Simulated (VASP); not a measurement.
OSZICAR of a VASP run on HfB2 (AlB2 type):

### OSZICAR
```
       N       E                     dE             d eps       ncg     rms          rms(c)
DAV:   1     0.348836182666E+02    0.34884E+02   -0.91860E+03  1680   0.141E+03
DAV:   2    -0.268043225365E+02   -0.61688E+02   -0.57782E+02  2088   0.261E+02
DAV:   3    -0.287655193857E+02   -0.19612E+01   -0.19416E+01  2244   0.353E+01
DAV:   4    -0.287796189904E+02   -0.14100E-01   -0.14087E-01  2036   0.333E+00
DAV:   5    -0.287797601105E+02   -0.14112E-03   -0.14111E-03  2160   0.279E-01    0.521E+01
DAV:   6    -0.265110289589E+02    0.22687E+01   -0.52673E+00  2004   0.151E+01    0.382E+01
DAV:   7    -0.264665229741E+02    0.44506E-01   -0.16111E+00  2088   0.878E+00    0.119E+01
DAV:   8    -0.264044573101E+02    0.62066E-01   -0.43673E-01  2000   0.466E+00    0.177E+00
DAV:   9    -0.264004503634E+02    0.40069E-02   -0.29428E-02  1984   0.135E+00    0.244E-01
DAV:  10    -0.264004134252E+02    0.36938E-04   -0.75402E-04  2032   0.243E-01    0.340E-01
DAV:  11    -0.264004152999E+02   -0.18747E-05   -0.96096E-05  2036   0.789E-02    0.173E-01
DAV:  12    -0.264004110902E+02    0.42097E-05   -0.10391E-05  2044   0.283E-02    0.220E-02
DAV:  13    -0.264004112898E+02   -0.19967E-06   -0.41789E-07  2000   0.651E-03    0.292E-03
DAV:  14    -0.264004113050E+02   -0.15184E-07   -0.73080E-09  1192   0.779E-04
   1 F= -.26400411E+02 E0= -.26400237E+02  d E =-.522762E-03
```

Question: Which electronic solver shows in the log?

Answer: It is blocked Davidson (ALGO = Normal, or the opening steps of other solvers). The INCAR had ALGO = Normal.

Question: Can the final energy be trusted as converged?

Answer: The run converged. It stopped with EDIFF = 1E-7, NELM = 100 (PBE GGA, plane waves, VASP's PBE PAW potentials (set 64)).

The compound is HfB2 in the AlB2 type structure. It was relaxed first.
